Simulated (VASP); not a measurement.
Cs2AgBiBr6:

```xyz
10
Lattice="0.0000 5.6161 5.6161 5.6161 0.0000 5.6161 5.6161 5.6161 0.0000" Properties=species:S:1:pos:R:3 pbc="T T T"
Cs    2.8081    2.8081    2.8081
Cs    8.4242    8.4242    8.4242
Ag    5.6161    5.6161    5.6161
Bi    0.0000    0.0000    0.0000
Br    5.6161    2.8142    5.6161
Br    8.4180    5.6161    5.6161
Br    5.6161    8.4180    5.6161
Br    2.8142    5.6161    5.6161
Br    5.6161    5.6161    2.8142
Br    5.6161    5.6161    8.4180
```

| Property | Result |
| --- | --- |
| Program | VASP 6.6.1 |
| Task | relaxation of cell and atoms |
| Functional | PBE |
| Potentials or basis | VASP PAW PBE potentials, release 64 (Cs_sv, Ag, Bi_d, Br) |
| Cutoff | 600 eV |
| k mesh | 4 × 4 × 4 |
| Occupations | gaussian, width 0.02 eV |
| Spin | no spin polarisation |

At the start: pressure 1.9 GPa; volume 35.43 Å³/atom.

**Question.** Where does the relaxation end?

**Answer.** Over 8 steps the energy falls by 13.8 meV/atom and the volume is 37.80 Å³/atom (+6.7 %); space group Fm-3m (No. 225, to 0.05 Å).

Step by step:
| step | energy change (eV) | largest force (eV/Å) | pressure (GPa) | volume (Å³) |
| --- | --- | --- | --- | --- |
| 1 | 0.0000 | 0.2944 | 1.87 | 354.27 |
| 2 | -0.1367 | 0.0212 | 0.09 | 375.89 |
| 3 | -0.1370 | 0.0348 | 0.02 | 376.99 |
| 4 | -0.1370 | 0.0291 | 0.05 | 376.53 |
| 5 | -0.1373 | 0.0189 | 0.04 | 376.84 |
| 6 | -0.1376 | 0.0008 | 0.03 | 377.43 |
| 7 | -0.1376 | 0.0049 | 0.03 | 377.55 |
| 8 | -0.1376 | 0.0017 | -0.01 | 378.04 |

Final structure:
```xyz
10
Lattice="0.0000 5.7390 5.7390 5.7390 0.0000 5.7390 5.7390 5.7390 0.0000" Properties=species:S:1:pos:R:3 pbc="T T T"
Cs    2.8695    2.8695    2.8695
Cs    8.6085    8.6085    8.6085
Ag    5.7390    5.7390    5.7390
Bi    0.0000    0.0000    0.0000
Br    5.7390    2.8856    5.7390
Br    8.5924    5.7390    5.7390
Br    5.7390    8.5924    5.7390
Br    2.8856    5.7390    5.7390
Br    5.7390    5.7390    2.8856
Br    5.7390    5.7390    8.5924
```
